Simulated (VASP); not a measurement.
Data:

```
C
1.0
    1.25016    -2.16534     0.00000
    1.25016     2.16534     0.00000
    0.00000     0.00000     9.64305
C
4
Direct
  0.00000   0.00000   0.25000
  0.00000   0.00000   0.75000
  0.33333   0.66667   0.25000
  0.66667   0.33333   0.75000
```

Method: revPBE GGA, VASP's PBE PAW potentials (set 64) (plane waves; VASP). Run with 520 eV cut-off, 10×10×3 Γ-centred mesh, Gaussian smearing of 0.050 eV, potentials C.

Without a dispersion term in the relaxation, distances and binding between the weakly bound layers, chains or molecules are unreliable, and so is what depends on them.

Task: The ions and cell shape at fixed volume are relaxed. Which structure does the run end with?

Result: 
```
C
1.0
    1.23773    -2.14382     0.00000
    1.23773     2.14382     0.00000
    0.00000     0.00000     9.83765
C
4
Direct
  0.00000   0.00000   0.25000
  0.00000   0.00000   0.75000
  0.33333   0.66667   0.25000
  0.66667   0.33333   0.75000
```
Space group P6_3/mmc (194), at a tolerance of 0.03 Å.

Task: How much energy does the relaxation gain?

Result: The energy (σ→0) changes by -6.7 meV/atom, in 3 ionic steps.

```json
[
 {"step": "1", "E(σ→0) (eV)": "-35.4987", "max force (eV/Å)": "0.000", "pressure (GPa)": "-5.31", "volume (Å³)": "52.21"},
 {"step": "2", "E(σ→0) (eV)": "-35.5253", "max force (eV/Å)": "0.000", "pressure (GPa)": "0.35", "volume (Å³)": "52.21"},
 {"step": "3", "E(σ→0) (eV)": "-35.5254", "max force (eV/Å)": "0.000", "pressure (GPa)": "0.04", "volume (Å³)": "52.21"}
]
```

The compound is C in the graphite structure. This cell is one point of a volume scan, at 1.03 of the reference volume. Symmetry was kept, so distortions that lower it aren't found.
